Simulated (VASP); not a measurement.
# AlInSb2 (P-4m2) in VASP: single point with LDA

Aim: the single point of AlInSb2 with LDA.

Program: VASP 6.6.1. These are calculated values, not measurements. Logs are shortened: lines on timing, memory, paths and dates and some standing lists are left out, and cuts for length are marked.

### Step 1. The structure

The structure is tetragonal, space group P-4m2 (No. 115). The conventional cell has a = 4.506 Å, b = 4.506 Å, c = 6.349 Å, α = 90.00°, β = 90.00°, γ = 90.00°. Al (site symmetry -4m2) is surrounded by 4 Sb at 2.70 Å. In (site symmetry -4m2) has 4 Sb at 2.82 Å as nearest neighbours. Sb (site symmetry 2mm) is surrounded by 2 Al at 2.70 Å and 2 In at 2.82 Å.

The cell comes from a database or a generator and needn't be the stable form of this composition.

### Step 2. Single point, LDA

Input file INCAR:

```
  ALGO = Fast
  EDIFF = 1E-6
  ENCUT = 520
  GGA = CA
  ISIF = 2
  ISMEAR = 0
  LASPH = True
  LCHARG = True
  LELF = True
  LREAL = False
  LVHAR = True
  LWAVE = False
  NBANDS = 21
  NELM = 100
  PREC = Accurate
  SIGMA = 0.03
```

Input file KPOINTS:

```
k-points
0
Gamma
  8 8 6
```

Input file POSCAR:

```
AlInSb2
1.0
    4.5061655400      0.0000000000      0.0000000000
    0.0000000000      4.5061655400      0.0000000000
    0.0000000000      0.0000000000      6.3488229900
Al In Sb
1 1 2
Direct
    0.0000000000      0.0000000000      0.0000000000
    0.5000000000      0.5000000000      0.5000000000
    0.0000000000      0.5000000000      0.2333653700
    0.5000000000      0.0000000000      0.7666346300
```

Potentials or basis: VASP PAW LDA potentials, release 64 (Al, In_d, Sb).

Command:

```sh
$ cat potpaw_LDA.64/Al/POTCAR potpaw_LDA.64/In_d/POTCAR potpaw_LDA.64/Sb/POTCAR > POTCAR
$ mpirun -np 1 vasp_std > vasp.out
```

OUTCAR:

```text
EDIFF = 1E-6
   ENCUT = 520
   GGA = CA
   ISIF = 2
   ISMEAR = 0
   LASPH = True
   LREAL = False
   NELM = 100
   PREC = Accurate

 ion  position               nearest neighbor table
   1  0.000  0.000  0.000-   3 2.70   4 2.70   3 2.70   4 2.70
   2  0.500  0.500  0.500-   3 2.82   4 2.82   4 2.82   3 2.82
   3  0.000  0.500  0.233-   1 2.70   1 2.70   2 2.82   2 2.82
   4  0.500  0.000  0.767-   1 2.70   1 2.70   2 2.82   2 2.82

  LATTYP: Found a simple tetragonal cell.
 ALAT       =     4.5061655400
 C/A-ratio  =     1.4089191650

  Lattice vectors:

 A1 = (   4.5061655400,   0.0000000000,   0.0000000000)
 A2 = (   0.0000000000,   4.5061655400,   0.0000000000)
 A3 = (   0.0000000000,   0.0000000000,   6.3488229900)

Analysis of symmetry for initial positions (statically):
=====================================================================
 Subroutine PRICEL returns:
 Original cell was already a primitive cell.

 Routine SETGRP: Setting up the symmetry group for a
 simple tetragonal supercell.

 Subroutine GETGRP returns: Found  8 space group operations
 (whereof  8 operations were pure point group operations)
 out of a pool of 16 trial point group operations.

The static configuration has the point symmetry D_2d.

Analysis of symmetry for dynamics (positions and initial velocities):
=====================================================================
 Subroutine PRICEL returns:
 Original cell was already a primitive cell.

 Routine SETGRP: Setting up the symmetry group for a
 simple tetragonal supercell.

 Subroutine GETGRP returns: Found  8 space group operations
 (whereof  8 operations were pure point group operations)
 out of a pool of 16 trial point group operations.

The dynamic configuration has the point symmetry D_2d.

 Subroutine INISYM returns: Found  8 space group operations
 (whereof  8 operations are pure point group operations),
 and found     1 'primitive' translations

----------------------------------------------------------------------------------------

                                     Primitive cell

  volume of cell :     128.9162

  direct lattice vectors                    reciprocal lattice vectors
     4.506165540  0.000000000  0.000000000     0.221918168  0.000000000  0.000000000
     0.000000000  4.506165540  0.000000000     0.000000000  0.221918168  0.000000000
[... 89 lines left out ...]
   EDIFF  = 0.1E-05   stopping-criterion for ELM
   LREAL  =      F    real-space projection
   EDIFFG = 0.1E-04   stopping-criterion for IOM
   NSW    =      0    number of steps for IOM
   IBRION =     -1    ionic relax: 0-MD 1-quasi-New 2-CG
   NFREE  =      0    steps in history (QN), initial steepest desc. (CG)
   ISIF   =      2    stress and relaxation
   ISYM   =      2    0-nonsym 1-usesym 2-fastsym
   POTIM  = 0.5000    time-step for ionic-motion
   TEBEG  =    0.0;   TEEND  =   0.0 temperature during run
   PSTRESS=    0.0 pullay stress
   NELECT =      26.0000    total number of electrons
   NUPDOWN=      -1.0000    fix difference up-down
   EMIN   =  10.00;   EMAX   =-10.00  energy-range for DOS
   EFERMI =   0.00;   METHOD = LEGACY
   ISMEAR =     0;   SIGMA  =   0.03  broadening in eV -4-tet -1-fermi 0-gaus
   EFERMI_NEDOS =   21; number of points for ismear=-14 and -15
   IALGO  =     68    algorithm
   IMIX   =      4    mixing-type and parameters
     AMIX     =   0.40;   BMIX     =  1.00
     AMIX_MAG =   1.60;   BMIX_MAG =  1.00
  volume/ion in A,a.u.               =      32.23       217.49
  Fermi-wavevector in a.u.,A,eV,Ry     =   0.960056  1.814244 12.540604  0.921708
  Thomas-Fermi vector in A             =   2.089307
   LORBIT       =      0    0 simple, 1 ext, 2 COOP (PROOUT), +10 PAW based schemes
   GGA     = CA    functional components
   LHFCALC =     F    Hartree Fock is set to
   AEXX    =    0.0000 exact exchange contribution
   IVDW    =     0    specifies the selected vdW correction
   LEPSILON=     F    determine dielectric tensor
   LRPA    =     F    only Hartree local field effects (RPA)
 non-spin polarized calculation
 RMM-DIIS sequential band-by-band and
 Gauss-broadening in eV      SIGMA  =   0.03
  energy-cutoff  :      520.00
  volume of cell :      128.92
 maximum number of plane-waves:      3515
 NGX is ok and might be reduce to    36
   NGX = 17   NGY = 17   NGZ = 23

 number of electron      26.0000011 magnetization

 Free energy of the ion-electron system (eV)
  ---------------------------------------------------
  ext. energy  EPLUGINS =         0.00000000
  ---------------------------------------------------
  free energy    TOTEN  =       -17.44351749 eV

  energy without entropy =      -17.44351749  energy(sigma->0) =      -17.44351749

 E-fermi :   4.6981     XC(G=0):  -8.8510

 val. band max:        4.5480501806   @ k =   0.0000   0.0000   0.0000
 cond. band min:       4.8536492386   @ k =   0.0000   0.0000   0.0000
 fundamental gap:      0.3055990580
 Fermi energy:         4.6980957938

 k-point     1 :       0.0000    0.0000    0.0000
  band No.  band energies     occupation
      1      -9.8867      2.00000
      2      -9.8246      2.00000
      3      -9.8246      2.00000
      4      -9.7713      2.00000
      5      -9.7616      2.00000
      6      -6.0875      2.00000
[... 565 lines left out ...]
     20       9.9055      0.00000
     21       9.9690      0.00000

 [... further k-points ...]

------------------------ aborting loop because EDIFF is reached ----------------------------------------

  FORCE on cell =-STRESS in cart. coord.  units (eV):
  Direction    XX          YY          ZZ          XY          YZ          ZX
  --------------------------------------------------------------------------------------
  -------------------------------------------------------------------------------------
  Total       -1.5149770     -1.5149770     -1.4444411      0.0000000      0.0000000      0.0000000
  in kB      -18.8282141    -18.8282141    -17.9515893      0.0000000      0.0000000      0.0000000
  external PRESSURE =     -18.5360058 kB  Pullay stress =       0.0000000 kB

 VOLUME and BASIS-vectors are now :
 -----------------------------------------------------------------------------
  energy-cutoff  :      520.00
  volume of cell :      128.92
      direct lattice vectors                 reciprocal lattice vectors
     4.506165540  0.000000000  0.000000000     0.221918168  0.000000000  0.000000000
     0.000000000  4.506165540  0.000000000     0.000000000  0.221918168  0.000000000
     0.000000000  0.000000000  6.348822990     0.000000000  0.000000000  0.157509510

 POSITION                                       TOTAL-FORCE (eV/Angst)
 -----------------------------------------------------------------------------------
      0.00000      0.00000      0.00000        -0.000000      0.000000      0.000000
      2.25308      2.25308      3.17441        -0.000000      0.000000      0.000000
      0.00000      2.25308      1.48160         0.000000      0.000000      0.073709
      2.25308      0.00000      4.86723        -0.000000     -0.000000     -0.073709
 -----------------------------------------------------------------------------------
    total drift:                                0.000000      0.000000      0.000000

  FREE ENERGIE OF THE ION-ELECTRON SYSTEM (eV)
  ---------------------------------------------------
  free  energy   TOTEN  =       -17.4435174868 eV

  energy  without entropy=      -17.4435174868  energy(sigma->0) =      -17.44351749
```

stdout:

```text
POSCAR found type information on POSCAR AlInSb
 POSCAR found :  3 types and       4 ions
 scaLAPACK will be used
 LDA part: xc-table for (Slater(with rela. corr.)+CA(PZ))
 , standard interpolation
 POSCAR, INCAR and KPOINTS ok, starting setup
 FFT: planning ... GRIDC
 FFT: planning ... GRID_SOFT
 FFT: planning ... GRID
 WAVECAR not read
 entering main loop
```

It took 2 min on 1 thread of Intel Xeon Platinum 8488C (Sapphire Rapids), shared host; peak memory 0.31 GiB.

Results:

* Free energy: -17.4435 eV
* Pressure: -1.9 GPa
* Largest force: 0.074 eV/Å
* Band gap on the k mesh: 0.31 eV, direct

Forces on the atoms (eV/Å):
```
Al   0.000  0.000  0.000
In   0.000  0.000  0.000
Sb   0.000  0.000  0.074
Sb   0.000  0.000 -0.074
```

Stress tensor (GPa, compression positive):
```
-1.88  0.00  0.00
 0.00 -1.88  0.00
 0.00  0.00 -1.80
```

Levels at points of the mesh, in eV from the valence-band top:
```
           k point  band 11  band 12  band 13  band 14  band 15  band 16
(0.00, 0.00, 0.00)    -0.17     0.00     0.00     0.31     1.26     1.35
(0.50, 0.00, 0.00)    -2.61    -1.29    -0.81     1.87     2.42     4.33
(0.50, 0.50, 0.00)    -2.16    -2.16    -2.06     0.83     1.23     1.23
(0.00, 0.00, 0.50)    -1.66    -1.16    -1.16     1.37     1.59     2.58
(0.50, 0.00, 0.50)    -0.98    -0.90    -0.71     0.57     0.88     3.43
(0.50, 0.50, 0.50)    -2.80    -2.68    -2.68     3.65     3.93     3.93
```

Caveat: spin-orbit coupling is left out, which moves the levels of the heavy elements.
